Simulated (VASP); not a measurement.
Computed with PBEsol GGA, VASP's PBE PAW potentials (set 64) (plane waves; VASP).

A VASP calculation is set up with these files.

**KPOINTS**
```
Automatic mesh
0
Gamma
9 9 9
0 0 0
```

### POSCAR
```
GaN
1
    0.0000000000     2.2479731852     2.2479731852
    2.2479731852     0.0000000000     2.2479731852
    2.2479731852     2.2479731852    -0.0000000000
Ga N
1 1
Direct
  0.0000000000   0.0000000000   0.0000000000
  0.7500000000   0.7500000000   0.7500000000
```

**INCAR**
```
ALGO  =  Normal
EDIFF  =  1E-7
ENCUT  =  650
GGA  =  PS
IBRION  =  6
ISIF  =  3
ISMEAR  =  0
LASPH  =  .TRUE.
LCHARG  =  .FALSE.
LMAXMIX  =  4
LREAL  =  .FALSE.
LWAVE  =  .FALSE.
NELM  =  100
NFREE  =  2
NSW  =  1
POTIM  =  0.015
PREC  =  Accurate
SIGMA  =  0.05
SYSTEM  =  GaN
```

POTCAR, in this order: Ga_d N (PBE.64 set). Program: vasp_std.

The run wrote:

File OUTCAR:
```


 TOTAL ELASTIC MODULI (kBar)
 Direction    XX          YY          ZZ          XY          YZ          ZX
 --------------------------------------------------------------------------------
 XX        2704.6745   1459.7489   1459.7489      0.0000      0.0000     -0.0000
 YY        1459.7489   2704.6745   1459.7489      0.0000      0.0000     -0.0000
 ZZ        1459.7489   1459.7489   2704.6745      0.0000      0.0000     -0.0000
 XY           0.0000      0.0000      0.0000   1527.8998      0.0000      0.0000
 YZ           0.0000      0.0000      0.0000      0.0000   1527.8998      0.0000
 ZX          -0.0000     -0.0000     -0.0000      0.0000      0.0000   1527.8998
 --------------------------------------------------------------------------------
```
(Selected blocks of OUTCAR.)

The structure comes from a computed database's GaN entry (F-43m); how it stands against other phases isn't given here. It was relaxed first.
